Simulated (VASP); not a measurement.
Sb:

```xyz
2
Lattice="2.1506 1.2416 3.7440 -2.1506 1.2416 3.7440 0.0000 -2.4833 3.7440" Properties=species:S:1:pos:R:3 pbc="T T T"
Sb    0.0000    0.0000    2.6242
Sb    0.0000    0.0000    8.6078
```

* Program: VASP 6.6.1
* Task: relaxation of cell and atoms
* Functional: PBE
* Dispersion: D3(BJ)
* Potentials or basis: VASP PAW PBE potentials, release 64 (Sb)
* Cutoff: 600 eV
* k mesh: 12 × 12 × 12
* Occupations: gaussian, width 0.1 eV
* Spin: no spin polarisation

At the start: pressure 0.5 GPa; volume 29.99 Å³/atom.

How do energy, volume and symmetry change on relaxing?

Over 9 steps the energy falls by 4.7 meV/atom and the volume is 29.71 Å³/atom (-0.9 %); space group R-3m (No. 166, to 0.05 Å).

Step by step:
| step | energy change (eV) | largest force (eV/Å) | pressure (GPa) | volume (Å³) |
| --- | --- | --- | --- | --- |
| 1 | 0.0000 | 0.2602 | 0.55 | 59.99 |
| 2 | -0.0041 | 0.0599 | -0.70 | 60.88 |
| 3 | -0.0042 | 0.0916 | -0.50 | 60.73 |
| 4 | -0.0072 | 0.0555 | -0.29 | 60.24 |
| 5 | -0.0092 | 0.0013 | 0.09 | 59.44 |
| 6 | -0.0092 | 0.0016 | 0.11 | 59.40 |
| 7 | -0.0094 | 0.0200 | -0.08 | 59.52 |
| 8 | -0.0094 | 0.0182 | -0.06 | 59.51 |
| 9 | -0.0094 | 0.0027 | 0.02 | 59.42 |

Final structure:
```xyz
2
Lattice="2.1620 1.2482 3.6697 -2.1620 1.2482 3.6697 0.0000 -2.4965 3.6697" Properties=species:S:1:pos:R:3 pbc="T T T"
Sb    0.0000    0.0000    2.6063
Sb    0.0000    0.0000    8.4027
```

Caveat: pairwise dispersion overbinds metals, which lowers pressure and volume.
